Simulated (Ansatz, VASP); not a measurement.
# CuS: VASP beside Ansatz, part 2 of 2

Wanted: the spread between two codes on one cell, functional and k mesh. The cell is taken from a series of runs on this material, whose earlier steps may have relaxed, scaled, displaced or heated it; both programs get it as it stands.

VASP 6.6.1 and Ansatz 0.2.0.

So far: Starting point; Ansatz: relaxation of cell and atoms, PBEsol with D3(BJ); VASP: relaxation of cell and atoms, PBEsol with D3(BJ); Differences.

### Step 5. Ansatz: zone-centre phonons, PBEsol with D3(BJ)

Level of this step: Ansatz beside VASP: Kohn-Sham DFT, plane waves, PBEsol with D3(BJ) (Ansatz).

Second derivatives magnify differences that forces hide, and they need a tight electronic threshold.

The cell is taken from a series of runs on this material, whose earlier steps may have relaxed, scaled, displaced or heated it; both programs get it as it stands.

input.yaml

```yaml
crystal:
  lattice:
    - [0.0, 2.5355899304, 2.5355899304]
    - [2.5355899304, 0.0, 2.5355899304]
    - [2.5355899304, 2.5355899304, 0.0]
  atoms:
    - { symbol: Cu, position: [0.25, 0.25, 0.25] }
    - { symbol: S, position: [0.0, 0.0, 0.0] }
kpoints:
  mp_grid: { grid: [12, 12, 12] }
hamiltonian:
  xc: pbesol
  dispersion: d3bj
scf:
  occupations: { method: methfessel_paxton, width: 0.15 }
output:
  eigenvalues: true
phonons:
  method: dfpt
```

Command:

```
ansatz run input.yaml --threads 4 --pin off --max-ram 7168MiB --backend cpu --events-out ev --progress --plain --runs-dir out
```

Numbers of over 12 decimals in the logs are rounded to 6 here.

The program printed:

```text
zone centre: on kpoints.mp_grid the ground state, and the responses unless they are solved on pairs of k-points, stand on 163 of the mesh's 1728 k-points, reduced under 8 symmetry operations, with k and −k counted as one. Each operation leaves every solved displacement unchanged or reverses it
[...]
Crystal: 2 atoms, lattice volume = 32.604 Å³
[...]
pairwise dispersion correction: d3bj (s6 = 1.0, s8 = 2.9491, a1 = 0.4466, a2_bohr = 6.1742), with the weights of each atom's references fixed at the reference crystal's, and the forces and stress that the weights' published response gives there kept as a pressure on the atom's counted neighbours (hamiltonian.dispersion)
  ASR residual per site (eV/Å²): 1.18e-5 1.14e-5
  Γ frequencies (cm⁻¹): 0.00 0.00 0.00 307.65 307.65 307.65
  non-analytic LO–TO correction: not included (Born effective charges unavailable; polar crystals: no LO–TO splitting at Γ)
[key lines of the parts left out:]
SCF converged after 9 iterations
Free energy (F): -7474.760298 eV
Fermi energy:    9.209991 eV
```

### Step 6. VASP: zone-centre phonons, PBEsol with D3(BJ)

The same cell, functional, mesh and smearing now go to VASP, with its own data sets.

INCAR

```
SYSTEM = CuS
PREC = Accurate
ENCUT = 600
EDIFF = 1E-08
NELM = 120
ISMEAR = 1
SIGMA = 0.15
LREAL = .FALSE.
ALGO = Normal
GGA = PS
IVDW = 12
NBANDS = 14
LASPH = .TRUE.
LORBIT = 11
LWAVE = .FALSE.
LCHARG = .FALSE.
ISIF = 2
IBRION = 6
NFREE = 2
POTIM = 0.015
NSW = 1
GGA_COMPAT = .FALSE.
KPAR = 2
```

POSCAR

```
CuS
1.0
    0.0000000000      2.5355899304      2.5355899304
    2.5355899304      0.0000000000      2.5355899304
    2.5355899304      2.5355899304      0.0000000000
Cu S
1 1
Direct
    0.2500000000      0.2500000000      0.2500000000
    0.0000000000      0.0000000000      0.0000000000
```

KPOINTS

```
Automatic mesh
0
Gamma
12 12 12
0 0 0
```

Potentials, in the order of the species: Cu and S (PBE family, release 64).

Command:

```
mpirun -np 2 vasp_std
```

The program printed:

```text
[banner, memory and clock lines left out]
running    2 mpi-ranks, on    1 nodes
[...]
[... a notice as in an earlier step ...]

 LDA part: xc-table for (Slater+PW92), standard interpolation
 POSCAR, INCAR and KPOINTS ok, starting setup
[...]
entering main loop
       N       E                     dE             d eps       ncg     rms          rms(c)
DAV:   1     0.957224538057E+02    0.95722E+02   -0.82439E+03  2030   0.168E+03
DAV:   2    -0.300727008989E+01   -0.98730E+02   -0.90069E+02  2088   0.291E+02
DAV:   3    -0.108903968723E+02   -0.78831E+01   -0.75351E+01  2718   0.815E+01
DAV:   4    -0.111163390981E+02   -0.22594E+00   -0.22558E+00  2224   0.127E+01
[...]
DAV:  19    -0.910518379313E+01    0.31089E-06   -0.16901E-07  2502   0.449E-03    0.211E-03
DAV:  20    -0.910518367945E+01    0.11368E-06   -0.36158E-08  2472   0.149E-03    0.268E-03
DAV:  21    -0.910518367659E+01    0.28654E-08   -0.17408E-09  1182   0.150E-03
   1 F= -.97671705E+01 E0= -.97674453E+01  d E =0.824333E-03
[... from here on, the cycles between the ionic steps are left out ...]
   2 F= -.97663316E+01 E0= -.97665992E+01  d E =0.802712E-03
   3 F= -.97663316E+01 E0= -.97665991E+01  d E =0.802710E-03
   4 F= -.97663378E+01 E0= -.97666054E+01  d E =0.802715E-03
   5 F= -.97663378E+01 E0= -.97666053E+01  d E =0.802704E-03
 Finite differences progress:
  Degree of freedom:   2/  2
  Displacement:        2/  2
  Total:               4/  4
```

From OUTCAR (step 6):

```text
 Edisp (eV)   -0.66199

 Edisp (eV)   -0.66199

  Total       0.07426     0.07640     0.07640     0.00000    -0.13663     0.00000
  in kB       3.64936     3.75430     3.75430     0.00000    -6.71393     0.00000
  external pressure =        3.72 kB  Pullay stress =        0.00 kB

 POSITION                                       TOTAL-FORCE (eV/Angst)
 -----------------------------------------------------------------------------------
      1.26779      1.26779      1.26779        -0.111008     -0.000000     -0.000000
     -0.01500      0.00000      0.00000         0.111008      0.000000      0.000000
 -----------------------------------------------------------------------------------
    total drift:                                0.000142      0.000001      0.000001

  FREE ENERGIE OF THE ION-ELECTRON SYSTEM (eV)
  ---------------------------------------------------
  free  energy   TOTEN  =        -9.7663377762 eV

  energy  without entropy=       -9.7671404806  energy(sigma->0) =       -9.76660534

[... 1 part as in an earlier step ...]

[... 2 further parts left out ...]
[key lines of the parts left out:]
E-fermi :   5.1108
```

Levels, forces or a CONTCAR printed for this step are those of its last displaced cell, not of the structure at rest.

### Step 7. Comparison

What differs besides the data sets and the points named for the pairs above, as far as they apply: the data sets hold 25 valence electrons in Ansatz (on its default PAW (the set named soft_2) files) and 17 in VASP; Ansatz takes the dispersion share of the force constants at frozen C6 weights, VASP differentiates the full forces; VASP uses finite displacements, Ansatz perturbation theory. Total energies have different zeros and are not compared.

Both answers:

| quantity | Ansatz | VASP | difference |
| --- | --- | --- | --- |
| optical mode 1 to 3 (cm⁻¹) | 307.6 | 307.5 | +0.04 % |

Modes are paired by rising frequency, not by their patterns, so a pair may set unlike modes beside each other; they are those without the splitting of longitudinal modes.

### Step 8. What came out

```
difference in volume (relaxation of cell and atoms, PBEsol with D3(BJ))                                                          : -0.35 %
r.m.s. difference of the optical zone-centre modes, each program's sorted by frequency (zone-centre phonons, PBEsol with D3(BJ)) : 0.13 cm⁻¹
```

**Reading.** The difference in volume is -0.35 % (relaxation of cell and atoms, PBEsol with D3(BJ)), within the 1.2 % picked in this series as the mark of a large difference, as far as the stopping tolerances let one tell. The data sets hold unlike numbers of valence electrons (25 in Ansatz and 17 in VASP), so part of the differences comes from the potentials. 1 further run of this series is not shown here. Such differences can come from data sets, numerical settings and the points named under the comparisons, not from the functional's error against experiment.

[Lines on the potential files, build, host, timing and source positions are cut from VASP's logs without a mark.]

[Logs are printed without paths, hosts, clocks, repeated set-up lines and the standing remarks that a program may print on its own settings, such as how far it seeks lower states.]

[Hosts, paths, dates, database ids (printed as entryN), source tags and the programs' standing remarks are cut or masked in the printed files.]
